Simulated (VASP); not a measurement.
The input files of a VASP run:

**KPOINTS**
```
Automatic mesh
0
G
  6 6 6
0 0 0
```

**POSCAR**
```
Cu2O
1
    4.0960677937    -0.0000000000    -0.0000000000
   -0.0000000000     4.0960677937    -0.0000000000
   -0.0000000000     0.0000000000     4.0960677937
Cu O
4 2
Direct
  0.7500000000   0.2500000000   0.7500000000
  0.2500000000   0.7500000000   0.7500000000
  0.7500000000   0.7500000000   0.2500000000
  0.2500000000   0.2500000000   0.2500000000
  0.0000000000   0.0000000000   0.0000000000
  0.5000000000   0.5000000000   0.5000000000
```

### INCAR
```
ALGO = Normal
EDIFF = 1E-6
EDIFFG = -0.02
ENCUT = 620
IBRION = 2
ISIF = 3
ISMEAR = 0
LASPH = .TRUE.
LCHARG = .FALSE.
LMAXMIX = 4
LREAL = .FALSE.
LWAVE = .FALSE.
NELM = 100
NSW = 40
PREC = Accurate
PSTRESS = 100
SIGMA = 0.05
SYSTEM = Cu2O
```

POTCAR, in this order: Cu O (LDA.64 set). Program: vasp_std.

Problem. Translate this LDA calculation to Ansatz.

Solution. One equivalent input (not run):
Ansatz 0.2 input:
```yaml
crystal:
  lattice:
    - [4.0960678, 0.0000000, 0.0000000]
    - [0.0000000, 4.0960678, 0.0000000]
    - [0.0000000, 0.0000000, 4.0960678]
  atoms:
    - { symbol: Cu, position: [0.7500000, 0.2500000, 0.7500000] }
    - { symbol: Cu, position: [0.2500000, 0.7500000, 0.7500000] }
    - { symbol: Cu, position: [0.7500000, 0.7500000, 0.2500000] }
    - { symbol: Cu, position: [0.2500000, 0.2500000, 0.2500000] }
    - { symbol: O, position: [0.0000000, 0.0000000, 0.0000000] }
    - { symbol: O, position: [0.5000000, 0.5000000, 0.5000000] }
kpoints:
  mp_grid: { grid: [6, 6, 6] }
hamiltonian:
  xc: lda
  pseudopotentials: { kind: paw }
scf:
  occupations: { method: gaussian, width: 0.05 }
  max_iter: 100
relax:
  max_steps: 40
  f_tol: 0.02
  cell: { p_target: 10 }
output: { forces: true, stress: true, eigenvalues: true }
```
What does not carry over: each code has its own PAW files, so the cut-off isn't converted (ENCUT is set for VASP's; basis.ecutwfc is left out, and Ansatz then takes the one that its files recommend); Ansatz stops its SCF on the density residual and VASP on the energy change (EDIFF); Ansatz's lda is the Perdew-Wang form, while the LDA potentials of VASP carry Perdew-Zunger's.

The compound is Cu2O in the cuprite structure. It was relaxed first under an external pressure of 10 GPa.
